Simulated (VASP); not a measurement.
OSZICAR of a VASP run on Ag (relaxed from the bcc structure, space group Im-3m):

OSZICAR:
```
       N       E                     dE             d eps       ncg     rms          rms(c)
DAV:   1     0.322485425547E+02    0.32249E+02   -0.49466E+03  2136   0.880E+02
DAV:   2    -0.336742068283E+01   -0.35616E+02   -0.33542E+02  1935   0.175E+02
DAV:   3    -0.362100422890E+01   -0.25358E+00   -0.25353E+00  2124   0.179E+01
DAV:   4    -0.362153877760E+01   -0.53455E-03   -0.53454E-03  2042   0.782E-01
DAV:   5    -0.362154254184E+01   -0.37642E-05   -0.37640E-05  2012   0.615E-02    0.581E+00
DAV:   6    -0.327466665244E+01    0.34688E+00   -0.17133E+00  1892   0.139E+01    0.353E+00
DAV:   7    -0.326445524985E+01    0.10211E-01   -0.94677E-03  2013   0.102E+00    0.200E+00
DAV:   8    -0.326015185809E+01    0.43034E-02   -0.71597E-04  1979   0.257E-01    0.784E-02
DAV:   9    -0.326015960525E+01   -0.77472E-05   -0.79919E-06  2013   0.265E-02    0.131E-02
DAV:  10    -0.326016404317E+01   -0.44379E-05   -0.18457E-06  2030   0.154E-02    0.760E-03
DAV:  11    -0.326016385937E+01    0.18380E-06   -0.26359E-08   995   0.167E-03
   1 F= -.32601639E+01 E0= -.32596904E+01  d E =-.326016E+01
```

Problem. Which electronic solver shows in the log?

Solution. It is blocked Davidson (ALGO = Normal, or the opening steps of other solvers). The INCAR had ALGO = Normal.

Problem. Can the final energy be trusted as converged?

Solution. Self-consistency was reached. It stopped with EDIFF = 1E-6, NELM = 100, NSW = 60 and EDIFFG = -0.01 after 1 ionic step (PBEsol GGA, plane waves, VASP's PBE PAW potentials (set 64)).

The structure was generated: Ag was put into the bcc type (Im-3m), which need not be its known phase. It was relaxed first. The start is the result of an earlier pass.
